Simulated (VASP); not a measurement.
Given:

```
CELL_PARAMETERS angstrom
      1.65122    -2.86000     0.00000
      1.65122     2.86000     0.00000
      0.00000     0.00000    13.00335
ATOMIC_POSITIONS crystal
  Mo 0.33333 0.66667 0.25000
  Mo 0.66667 0.33333 0.75000
  Se 0.33333 0.66667 0.87904
  Se 0.66667 0.33333 0.37904
  Se 0.66667 0.33333 0.12096
  Se 0.33333 0.66667 0.62096
```

Computed with rev-vdW-DF2, VASP's PBE PAW potentials (set 64) (plane waves; VASP). Settings: 520 eV cut-off, 7×7×2 Γ-centred mesh, Gaussian smearing of 0.050 eV, potentials Mo_sv Se.

Estimate the energy per atom (σ→0).

The energy per atom (σ→0) is -4.890 eV/atom.

The absolute energy has meaning only against runs of the same code, potentials and settings.

The compound is MoSe2 in the 2H layered structure. It was relaxed first. The start is the result of an earlier pass.
